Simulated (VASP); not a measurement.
Given:

```
TlF
1.0
    3.76785     0.00000     0.00000
   -1.88392     3.26305     0.00000
    0.00000     0.00000     6.96369
Tl F
2 2
Direct
  0.00000   0.00000   0.00000
  0.00000   0.00000   0.50000
  0.33333   0.66667   0.25000
  0.66667   0.33333   0.75000
```

Calculation: r2SCAN meta-GGA, VASP's PBE PAW potentials (set 64) (plane waves; VASP). Settings: 520 eV cut-off, 8×8×4 Γ-centred mesh, tetrahedra with Blöchl corrections, potentials Tl_d F.

Unless said otherwise, spin-orbit coupling is left out, though it shifts the bands of the heavy elements here.

**Question.** Tabulate the total density of states (states/eV per cell) against energy (eV; zero at the valence-band maximum or, without a gap, the Fermi level).

**Answer.** 
| E (eV) | DOS (states/eV) |
|---|---|
| -9.97 | 4.09 |
| -9.25 | 0.00 |
| -8.65 | 0.00 |
| -7.93 | 0.00 |
| -7.33 | 0.00 |
| -6.61 | 0.00 |
| -6.01 | 0.00 |
| -5.29 | 0.78 |
| -4.69 | 3.16 |
| -3.97 | 1.15 |
| -3.37 | 0.29 |
| -2.65 | 11.8 |
| -2.05 | 0.35 |
| -1.33 | 1.08 |
| -0.61 | 4.82 |
| -0.01 | 0.01 |
| 0.71 | 0.00 |
| 1.31 | 0.00 |
| 2.03 | 0.00 |
| 2.63 | 0.03 |
| 3.35 | 0.82 |
| 3.95 | 1.64 |
| 4.67 | 2.24 |
| 5.27 | 1.67 |
| 5.99 | 1.51 |
Within 2 eV below the valence-band maximum the largest weight inside VASP's projection spheres is F p, then Tl s.

The structure was generated: TlF was put into the NiAs type type (P6_3/mmc), which need not be its known phase. It was relaxed first, which changed the volume by +113 %.
